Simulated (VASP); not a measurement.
Given:

```
CELL_PARAMETERS angstrom
      0.00000     2.85485     2.85485
      2.85485     0.00000     2.85485
      2.85485     2.85485     0.00000
ATOMIC_POSITIONS crystal
  Ge 0.00000 0.00000 0.00000
  Ge 0.25000 0.25000 0.25000
```

Method: optB86b-vdW, VASP's PBE PAW potentials (set 64) (plane waves; VASP 6.6.1). Run with 520 eV cut-off, Gaussian smearing of 0.050 eV, potentials Ge_d.

### Question
Give the energies of bands 12 to 17 at the high-symmetry points, in eV from the Fermi level.

### Answer

| band | Γ | X | U | L | W |
|---|---|---|---|---|---|
| 12 | -0.30 | -8.81 | -8.23 | -7.49 | -8.72 |
| 13 | 0.00 | -2.98 | -4.18 | -1.37 | -3.77 |
| 14 | 0.00 | -2.98 | -2.55 | -1.37 | -3.77 |
| 15 | 0.00 | 0.79 | 1.17 | 0.07 | 4.18 |
| 16 | 2.52 | 0.79 | 4.02 | 3.73 | 4.18 |
| 17 | 2.52 | 9.23 | 7.01 | 3.73 | 4.71 |

It has no gap at this level: it comes out as a metal or semimetal.

Measured: gap 0.79 eV (computed value off by -0.79 eV), as given by Anna Miglio et al., npj Computational Materials (2020), arXiv:2011.12765 [measured zero-point renormalisation of 52 meV added back].

The compound is Ge in the diamond structure. It was relaxed first.
